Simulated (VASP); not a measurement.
All values below come from PW91 GGA, VASP's PBE PAW potentials (set 64) (plane waves; VASP).

Input for VASP

File POSCAR:
```
PtSe2
1
    1.8804939075    -3.2571112402     0.0000000000
    1.8804939075     3.2571112402    -0.0000000000
   -0.0000000000     0.0000000000     6.1701623604
Pt Se
1 2
Direct
  1.0000000000   0.0000000000   1.0000000000
  0.3333330000   0.6666670000   0.2119922123
  0.6666670000   0.3333330000   0.7880077877
```

### INCAR
```
SYSTEM = PtSe2
PREC = Accurate
ENCUT = 520
EDIFF = 1E-6
NELM = 100
ALGO = Normal
LREAL = .FALSE.
LASPH = .TRUE.
ISMEAR = 0
SIGMA = 0.05
GGA = 91
LMAXMIX = 6
LWAVE = .FALSE.
LCHARG = .FALSE.
IBRION = 2
ISIF = 3
NSW = 60
EDIFFG = -0.02
```

### KPOINTS
```
K-points
0
G
  6 6 4
```

POTCAR, in this order: Pt Se (PBE.64 set). Program: vasp_std.

Without a dispersion term in the relaxation, distances and binding between the weakly bound layers, chains or molecules are unreliable, and so is what depends on them.

Predict the energy per atom (σ→0).

* **energy per atom (σ→0)**: -4.778 eV/atom

### OSZICAR
```
...
DAV:   7    -0.143567089708E+02    0.23377E+00   -0.11124E+00   734   0.113E+01    0.340E+00
DAV:   8    -0.143391244052E+02    0.17585E-01   -0.83041E-02   832   0.199E+00    0.873E-01
DAV:   9    -0.143344545239E+02    0.46699E-02   -0.14267E-02   797   0.130E+00    0.213E-01
DAV:  10    -0.143347518729E+02   -0.29735E-03   -0.21251E-03   895   0.331E-01    0.523E-02
DAV:  11    -0.143347707660E+02   -0.18893E-04   -0.81255E-05   923   0.908E-02    0.264E-02
DAV:  12    -0.143347815955E+02   -0.10830E-04   -0.31490E-05   804   0.407E-02    0.307E-03
DAV:  13    -0.143347822046E+02   -0.60903E-06   -0.11993E-06   739   0.804E-03
   1 F= -.14334782E+02 E0= -.14334782E+02  d E =-.143348E+02
```

The compound is PtSe2 in the 1T layered structure. It was relaxed first, which changed the volume by +23 %. The start is the result of an earlier pass.
